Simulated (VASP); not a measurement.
Input for VASP

INCAR:
```
SYSTEM = Mg3Sb2
PREC = Accurate
ENCUT = 520
EDIFF = 1E-6
NELM = 100
ALGO = Normal
LREAL = .FALSE.
LASPH = .TRUE.
ISMEAR = 0
SIGMA = 0.05
GGA = MK
PARAM1 = 0.1234
PARAM2 = 1.0
LUSE_VDW = .TRUE.
AGGAC = 0.0
LMAXMIX = 4
LWAVE = .FALSE.
LCHARG = .FALSE.
IBRION = 2
ISIF = 3
NSW = 60
EDIFFG = -0.02
```

**KPOINTS**
```
K-points
0
Gamma
5 5 3
```

POSCAR:
```
Mg3Sb2
1
    2.2879578772    -3.9628594493     0.0000000000
    2.2879578772     3.9628594493    -0.0000000000
    0.0000000000    -0.0000000000     7.1396533511
Mg Sb
3 2
Direct
  1.0000000000   1.0000000000   1.0000000000
  0.3333330000   0.6666670000   0.6338675359
  0.6666670000   0.3333330000   0.3661324641
  0.3333330000   0.6666670000   0.2244621898
  0.6666670000   0.3333330000   0.7755378102
```

POTCAR, in this order: Mg Sb (PBE.64 set). Program: vasp_std.

Q: Write an equivalent input for Quantum ESPRESSO's pw.x.

A: One equivalent input (not run):
```
&CONTROL
  calculation = 'vc-relax'
  pseudo_dir = './pseudo'
  outdir = './out'
  tprnfor = .true.
  tstress = .true.
  nstep = 60
  forc_conv_thr = 0.00078
/
&SYSTEM
  ibrav = 0
  nat = 5
  ntyp = 2
  ecutwfc = 84
  occupations = 'smearing'
  smearing = 'gaussian'
  degauss = 0.003675
  input_dft = 'vdw-df-ob86'
/
&ELECTRONS
  conv_thr = 7.3e-08
  electron_maxstep = 100
/
&IONS
/
&CELL
/
ATOMIC_SPECIES
  Mg 24.305 Mg.upf
  Sb 121.760 Sb.upf
CELL_PARAMETERS angstrom
     2.2879579   -3.9628594    0.0000000
     2.2879579    3.9628594   -0.0000000
     0.0000000   -0.0000000    7.1396534
ATOMIC_POSITIONS crystal
  Mg   1.0000000  1.0000000  1.0000000
  Mg   0.3333330  0.6666670  0.6338675
  Mg   0.6666670  0.3333330  0.3661325
  Sb   0.3333330  0.6666670  0.2244622
  Sb   0.6666670  0.3333330  0.7755378
K_POINTS automatic
  5 5 3 0 0 0
```
Limits of the translation: the potentials are each code's own (VASP's PAW set, PseudoDojo norm-conserving files in pw.x), so ENCUT and ecutwfc are chosen apart and not converted; conv_thr bounds pw.x's estimated SCF error, while EDIFF bounds the energy change between steps; forc_conv_thr acts on force components and is met together with etot_conv_thr.

The compound is Mg3Sb2 in the a-la2o3 structure. This run relaxes it. Symmetry was kept, so distortions that lower it aren't found. The start is the result of an earlier pass.
